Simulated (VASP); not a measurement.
Here is the system:

```xyz
4
Lattice="1.2453 -2.1570 0.0000 1.2453 2.1570 0.0000 0.0000 0.0000 6.4614" Properties=species:S:1:pos:R:3 pbc="T T T"
B      1.2453     0.7190     1.6153
B      1.2453    -0.7190     4.8460
N      1.2453    -0.7190     1.6153
N      1.2453     0.7190     4.8460
```

Computed with LDA (Ceperley-Alder, Perdew-Zunger), VASP's LDA PAW potentials (set 64) (plane waves; VASP). Numerical set-up: 620 eV cut-off, 10×10×4 Γ-centred mesh, Gaussian smearing of 0.050 eV, potentials B N.

Task: What does the run give for the energy per atom (σ→0)?

Result: 
```
Property                        Value
---------------------  --------------
energy per atom (σ→0)  -9.647 eV/atom
```

Only differences to runs with the same potentials and settings are physical.

The compound is BN in the hex structure. It was relaxed first.
